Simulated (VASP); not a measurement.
```
CELL_PARAMETERS angstrom
      1.47327    -2.52471     0.00000
      1.47327     2.52471     0.00000
      0.00000     0.00000     2.79935
ATOMIC_POSITIONS crystal
  W  0.00000 0.00000 0.00000
  C  0.35019 0.68352 0.50000
```

These are PBE GGA, VASP's PBE PAW potentials (set 64) (plane waves; VASP) values and carry that method's errors. Settings: EDIFF = 1E-2, 520 eV cut-off, 13×13×12 Γ-centred mesh, first-order Methfessel-Paxton smearing of 0.10 eV, potentials W_sv C.

Task: Which forces act on the atoms, in eV/Å?

Result: 
| atom | Fx | Fy | Fz |
|---|---|---|---|
| W1 | 0.772 | 0.041 | 0.000 |
| C2 | -0.772 | -0.041 | 0.000 |

Task: Give the stress tensor in GPa (positive for a compressed cell).

Result: 
```
 0.45  -2.23   0.00
-2.23   5.25   0.00
 0.00   0.00  18.55
```
The pressure is its mean diagonal, 8.08 GPa.

The compound is WC in the wc structure. The cell was not relaxed at this level, atoms are displaced from their ideal sites. The run is one of a series of settings (EDIFF = 1E-2 against the base run), some of them coarse on purpose.
